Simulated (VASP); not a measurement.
Runs of VASP 6.6.1 on Nb3Sn. It takes space group Pm-3n (No. 223, cubic). Conventional cell: a = 5.282 Å, b = 5.282 Å, c = 5.282 Å, α = 90.00°, β = 90.00°, γ = 90.00°. Nb (site symmetry -4m2) has 2 Nb at 2.64 Å and 4 Sn at 2.95 Å as nearest neighbours. Sn (site symmetry m-3) is surrounded by 12 Nb at 2.95 Å. 

```tsv
level	potentials or basis	k mesh	cutoff (eV)	gap on the mesh (eV)	pressure (GPa)	relaxed volume (Å³/atom)
PBE	VASP PAW PBE potentials, release 64 (Nb_pv, Sn)	4 × 4 × 4	300	none	-0.1	(a)
PBEsol	VASP PAW PBE potentials, release 64 (Nb_sv, Sn_d)	8 × 8 × 8	600	none	0.0	18.16
PBE	VASP PAW PBE potentials, release 64 (Nb_sv, Sn_d)	8 × 8 × 8	600	none	0.0	18.79
LDA	VASP PAW LDA potentials, release 64 (Nb_sv, Sn_d)	8 × 8 × 8	600	none	0.0	17.79
```

Alike in all rows: task relaxation of cell and atoms; no spin polarisation; cell relaxed; smearing methfessel-paxton 0.1 eV.

**Question.** Estimate the missing entries.

**Answer.** (a) 18.88.

Caveats: the PAW data sets were made with another functional, which shifts forces and pressure a little (some runs).

A k mesh can miss the band edges, and the runs leave out spin-orbit coupling on Nb, Sn.

A gap of «none» marks a metal or a gap under the smearing width.

Not every run made on this cell is shown here.
